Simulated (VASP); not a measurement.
Level of theory: PW91 GGA, VASP's PBE PAW potentials (set 64) (plane waves; VASP).

Input for VASP

**INCAR**
```
ALGO = Normal
EDIFF = 1E-7
ENCUT = 520
GGA = 91
ISIF = 2
ISMEAR = 1
LASPH = T
LCHARG = F
LMAXMIX = 6
LREAL = F
LWAVE = F
NELM = 100
PREC = Accurate
SIGMA = 0.1
SYSTEM = HfC
```

File POSCAR:
```
HfC
1
    0.0000000000     2.3258600261     2.3258600261
    2.3258600261     0.0000000000     2.3258600261
    2.3258600261     2.3258600261     0.0000000000
Hf C
1 1
Direct
  0.0000000000   0.0000000000   0.0000000000
  0.5000000000   0.5000000000   0.5000000000
```

KPOINTS:
```
Automatic mesh
0
Gamma
13 13 13
0 0 0
```

POTCAR, in this order: Hf_pv C (PBE.64 set). Program: vasp_std.

What VASP printed:

OSZICAR:
```
       N       E                     dE             d eps       ncg     rms          rms(c)
DAV:   1     0.238293311545E+02    0.23829E+02   -0.78265E+03  1848   0.122E+03
DAV:   2    -0.226809869282E+02   -0.46510E+02   -0.44385E+02  2462   0.213E+02
DAV:   3    -0.243557846941E+02   -0.16748E+01   -0.16647E+01  2379   0.316E+01
DAV:   4    -0.243701483007E+02   -0.14364E-01   -0.14333E-01  2177   0.319E+00
DAV:   5    -0.243703347774E+02   -0.18648E-03   -0.18644E-03  2424   0.306E-01    0.560E+01
DAV:   6    -0.211229616088E+02    0.32474E+01   -0.21540E+01  2058   0.239E+01    0.402E+01
DAV:   7    -0.210492272054E+02    0.73734E-01   -0.70570E-01  2122   0.640E+00    0.250E+01
DAV:   8    -0.210432153550E+02    0.60119E-02   -0.72013E-02  2031   0.257E+00    0.636E+00
DAV:   9    -0.210355499876E+02    0.76654E-02   -0.36656E-02  2101   0.113E+00    0.186E+00
DAV:  10    -0.210353314381E+02    0.21855E-03   -0.89497E-04  2227   0.264E-01    0.492E-01
DAV:  11    -0.210353137124E+02    0.17726E-04   -0.27105E-04  2108   0.114E-01    0.516E-02
DAV:  12    -0.210353114359E+02    0.22765E-05   -0.86126E-06  2156   0.266E-02    0.769E-02
DAV:  13    -0.210353105863E+02    0.84956E-06   -0.74395E-07  2281   0.838E-03    0.259E-03
DAV:  14    -0.210353105712E+02    0.15122E-07   -0.11191E-08  1095   0.109E-03
   1 F= -.21035311E+02 E0= -.21035186E+02  d E =-.374395E-03
```

File OUTCAR:
```
------------------------ aborting loop because EDIFF is reached ----------------------------------------
  FORCE on cell =-STRESS in cart. coord.  units (eV):
  Direction    XX          YY          ZZ          XY          YZ          ZX
  --------------------------------------------------------------------------------------
  Total       -0.0075816     -0.0075816     -0.0075816      0.0000000      0.0000000      0.0000000
  in kB       -0.4827140     -0.4827140     -0.4827140      0.0000000      0.0000000      0.0000000
  external PRESSURE =      -0.4827140 kB  Pullay stress =       0.0000000 kB
  volume of cell :       25.16
      direct lattice vectors                 reciprocal lattice vectors
     0.000000000  2.325860026  2.325860026    -0.214974244  0.214974244  0.214974244
     2.325860026  0.000000000  2.325860026     0.214974244 -0.214974244  0.214974244
     2.325860026  2.325860026  0.000000000     0.214974244  0.214974244 -0.214974244
 POSITION                                       TOTAL-FORCE (eV/Angst)
 -----------------------------------------------------------------------------------
      0.00000      0.00000      0.00000         0.000000      0.000000      0.000000
      2.32586      2.32586      2.32586        -0.000000     -0.000000     -0.000000
 -----------------------------------------------------------------------------------
    total drift:                                0.000000     -0.000000     -0.000000
  FREE ENERGIE OF THE ION-ELECTRON SYSTEM (eV)
  ---------------------------------------------------
  free  energy   TOTEN  =       -21.0353105712 eV

  energy  without entropy=      -21.0349361762  energy(sigma->0) =      -21.03518577
```
(Selected blocks of OUTCAR.)

### OUTCAR
```
 val. band max:        5.8156927674   @ k =   0.4615   0.4615   0.0000

 cond. band min:       5.9403639487   @ k =   0.0769   0.0000   0.0000


 Fermi energy:         5.9264144689

 k-point     1 :       0.0000    0.0000    0.0000
  band No.  band energies     occupation
      1     -23.5349      2.00000
      2     -23.5349      2.00000
      3     -23.5349      2.00000
      4      -6.3422      2.00000
      5       6.9160     -0.00000
      6       6.9160     -0.00000
      7       6.9160     -0.00000
      8       7.2957     -0.00000
      9       7.2958     -0.00000
     10       7.2958     -0.00000
     11       9.2899      0.00000

 k-point     2 :       0.0769    0.0000    0.0000
  band No.  band energies     occupation
      1     -23.5767      2.00000
      2     -23.5389      2.00000
      3     -23.5389      2.00000
      4      -6.1936      2.00000
      5       5.9404      0.76643
      6       6.2251     -0.00020
      7       6.2251     -0.00020
      8       7.5827     -0.00000
      9       7.5827     -0.00000
     10       7.9067     -0.00000
     11      10.0014      0.00000

 k-point     3 :       0.1538    0.0000    0.0000
  band No.  band energies     occupation
      1     -23.6905      2.00000
      2     -23.5500      2.00000
      3     -23.5500      2.00000
      4      -5.7660      2.00000
      5       4.6057      2.00000
      6       5.2384      2.00000
      7       5.2384      2.00000
      8       8.0524      0.00000
      9       8.0524      0.00000
     10       8.3729      0.00000
     11      11.4185      0.00000

 k-point     4 :       0.2308    0.0000    0.0000
  band No.  band energies     occupation
      1     -23.8466      2.00000
      2     -23.5655      2.00000
      3     -23.5655      2.00000
      4      -5.1100      2.00000
      5       3.2383      2.00000
      6       4.3598      2.00000
      7       4.3598      2.00000
      8       8.7413      0.00000
      9       8.7413      0.00000
...
```

Unless said otherwise, spin-orbit coupling is left out, though it shifts the bands of the heavy elements here.

The compound is HfC in the rock salt structure. It was relaxed first.
